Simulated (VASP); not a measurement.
Given:

```
Hg2SSe
1.0
    4.20999     0.00000     0.00000
    0.00000     4.20999     0.00000
    0.00000     0.00000     5.94655
Hg Se S
2 1 1
Direct
  0.50000   0.00000   0.76237
  0.00000   0.50000   0.23763
  0.00000   0.00000   0.50000
  0.50000   0.50000   0.00000
```

All values below come from LDA (Ceperley-Alder, Perdew-Zunger), VASP's LDA PAW potentials (set 64) (plane waves; VASP 6.6.1). Settings: 400 eV cut-off, 8×8×6 Γ-centred mesh, tetrahedra with Blöchl corrections, potentials Hg Se S.

The cores are frozen, which limits the accuracy of field gradients.

### Question
Give the principal components of the electric field gradient (V/Å²) and the asymmetry η at each nucleus.

### Answer

```tsv
atom	Vxx	Vyy	Vzz	η
Hg1	18.5	2.2	-20.8	0.78
Hg2	18.5	2.2	-20.8	0.78
Se3	-14.7	-14.7	29.5	0.00
S4	7.6	7.6	-15.1	0.00
```

The structure comes from a computed database's Hg2SeS entry (P-4m2); how it stands against other phases isn't given here. It was relaxed first, which changed the volume by -5 %.
